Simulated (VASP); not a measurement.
Crystal: Ti2TeS.

```xyz
4
Lattice="3.6000 0.0000 0.0000 -1.8000 3.1177 0.0000 0.0000 0.0000 7.3400" Properties=species:S:1:pos:R:3 pbc="T T T"
Ti    0.0000    2.0785    5.3582
Ti    0.0000    2.0785    1.9818
Te    0.0000    0.0000    0.0000
S     0.0000    0.0000    3.6700
```

The cell was built by a generator and needn't be a form met in nature.

```yaml
Program: VASP 6.6.1
Task: relaxation of cell and atoms
Functional: PBE
Potentials_or_basis: VASP PAW PBE potentials, release 64 (Ti_sv, Te, S)
Cutoff: 520 eV
k_mesh: 5 × 5 × 2
Occupations: gaussian, width 0.15 eV
Spin: no spin polarisation
```

At the start: pressure -11.9 GPa; volume 20.60 Å³/atom.

Problem. Where does the relaxation end?

Solution. Over 6 steps the energy falls by 119.1 meV/atom and the volume is 18.07 Å³/atom (-12.2 %); space group P-6m2 (No. 187, to 0.05 Å).

Step by step:
```
step  energy change (eV)  largest force (eV/Å)  pressure (GPa)  volume (Å³)
   1              0.0000                0.5768          -11.89        82.38
   2             -0.1893                0.4872           13.15        65.44
   3             -0.4501                0.5951            0.39        72.18
   4             -0.4500                0.5951           -0.31        72.37
   5             -0.4716                0.2347           -0.50        72.33
   6             -0.4763                0.0126           -0.49        72.30
```

Final structure:
```yaml
crystal:
  lattice:
    - [3.46855, 0.00000, 0.00000]
    - [-1.73427, 3.00385, 0.00000]
    - [0.00000, 0.00000, 6.93918]
  atoms:
    - { symbol: Ti, position: [0.33333, 0.66667, 0.72181] }
    - { symbol: Ti, position: [0.33333, 0.66667, 0.27819] }
    - { symbol: Te, position: [0.00000, 0.00000, 0.00000] }
    - { symbol: S, position: [0.00000, 0.00000, 0.50000] }
```

Caveat: the k mesh is coarse (spacing up to 0.43 Å⁻¹), so the values aren't converged; the relaxation stopped at a loose force limit of 0.08 eV/Å, so its end isn't a converged minimum.
